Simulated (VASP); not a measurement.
Data:

```
CELL_PARAMETERS angstrom
      0.00000     2.47500     2.47500
      2.47500     0.00000     2.47500
      2.47500     2.47500     0.00000
ATOMIC_POSITIONS crystal
  Pb 0.00000 0.00000 0.00000
```

Computed with RPBE GGA, VASP's PBE PAW potentials (set 64) (plane waves; VASP). Run with 520 eV cut-off, 11×11×11 Γ-centred mesh, first-order Methfessel-Paxton smearing of 0.10 eV, potentials Pb_d.

Energy and stress use the plane-wave basis of the starting cell.

Q: The ions, cell shape and volume are relaxed. Give the cell that the relaxation ends in.

A: 
```
CELL_PARAMETERS angstrom
      0.00000     2.54733     2.54733
      2.54733     0.00000     2.54733
      2.54733     2.54733     0.00000
ATOMIC_POSITIONS crystal
  Pb 0.00000 0.00000 0.00000
```
Space group Fm-3m (225), at a tolerance of 0.03 Å.

Q: How do energy and volume change from the first to the last step?

A: The energy (σ→0) changes by -29.4 meV/atom and the volume by +9.0 %, in 4 ionic steps.

```
step  E(σ→0) (eV)  max force (eV/Å)  pressure (GPa)  volume (Å³)
----  -----------  ----------------  --------------  -----------
1         -3.1503             0.000            3.84        30.32
2         -3.1788             0.000           -0.63        33.63
3         -3.1797             0.000            0.06        33.00
4         -3.1797             0.000            0.01        33.06
```

The compound is Pb in the fcc structure. This run relaxes it. Symmetry was kept, so distortions that lower it aren't found.
